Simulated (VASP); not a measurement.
VASP ran on this input.

KPOINTS:
```
Automatic mesh
0
Gamma
12 12 12
0 0 0
```

**POSCAR**
```
As
1
    3.6552819191    -1.8709442038    -0.0022698416
    3.6552819191     1.8709442038    -0.0022698416
    2.6995677905     0.0000000000     3.0941647077
As
2
Direct
  0.2270630905   0.2270630905   0.2270630905
  0.7729369095   0.7729369095   0.7729369095
```

INCAR:
```
ALGO  =  Normal
EDIFF  =  1E-7
EDIFFG  =  -0.01
ENCUT  =  520
GGA  =  PE
IBRION  =  2
ISIF  =  4
ISMEAR  =  1
LASPH  =  T
LCHARG  =  F
LMAXMIX  =  4
LREAL  =  F
LWAVE  =  F
NELM  =  100
NSW  =  30
PREC  =  Accurate
SIGMA  =  0.1
SYSTEM  =  As
```

POTCAR, in this order: As (PBE.64 set). Program: vasp_std.

Task: Translate this PBE calculation to Quantum ESPRESSO's pw.x.

Result: One equivalent input (not run):
```
&CONTROL
  calculation = 'vc-relax'
  pseudo_dir = './pseudo'
  outdir = './out'
  tprnfor = .true.
  tstress = .true.
  nstep = 30
  forc_conv_thr = 0.00039
/
&SYSTEM
  ibrav = 0
  nat = 2
  ntyp = 1
  ecutwfc = 84
  occupations = 'smearing'
  smearing = 'methfessel-paxton'
  degauss = 0.00735
  input_dft = 'pbe'
/
&ELECTRONS
  conv_thr = 7.3e-09
  electron_maxstep = 100
/
&IONS
/
&CELL
  cell_dofree = 'shape'
/
ATOMIC_SPECIES
  As 74.922 As.upf
CELL_PARAMETERS angstrom
     3.6552819   -1.8709442   -0.0022698
     3.6552819    1.8709442   -0.0022698
     2.6995678    0.0000000    3.0941647
ATOMIC_POSITIONS crystal
  As   0.2270631  0.2270631  0.2270631
  As   0.7729369  0.7729369  0.7729369
K_POINTS automatic
  12 12 12 0 0 0
```
Limits of the translation: the potentials are each code's own (VASP's PAW set, PseudoDojo norm-conserving files in pw.x), so ENCUT and ecutwfc are chosen apart and not converted; conv_thr bounds pw.x's estimated SCF error, while EDIFF bounds the energy change between steps; forc_conv_thr acts on force components and is met together with etot_conv_thr.

The compound is As in the a7 structure. This cell is one point of a volume scan, at 0.94 of the reference volume. Symmetry was kept, so distortions that lower it aren't found.
